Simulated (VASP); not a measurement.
Energy against volume of LiCl (rock salt). All values below come from revPBE GGA, VASP's PBE PAW potentials (set 64) (plane waves; VASP 6.6.1). Settings: 520 eV cut-off, 9×9×9 Γ-centred mesh, Gaussian smearing of 0.050 eV, potentials Li_sv Cl.

```
V (Å³/atom)  E (eV/atom)
-----------  -----------
16.912          -3.50578
17.452          -3.51066
17.991          -3.51224
18.531          -3.51106
```

Problem. Fit these four points and predict the energy of the run at 19.071 Å³/atom.

Solution. A cubic in V^(−2/3), the third-order Birch-Murnaghan form, passes through the four points with V0 = 18.01 Å³/atom and B0 = 27 GPa, and gives -3.5076 eV/atom there. The run gave -3.5075 eV/atom, +0.1 meV/atom from the fit; all five points give B0 = 27 GPa.

The compound is LiCl in the rock salt structure. It was relaxed first, which changed the volume by +6 %.
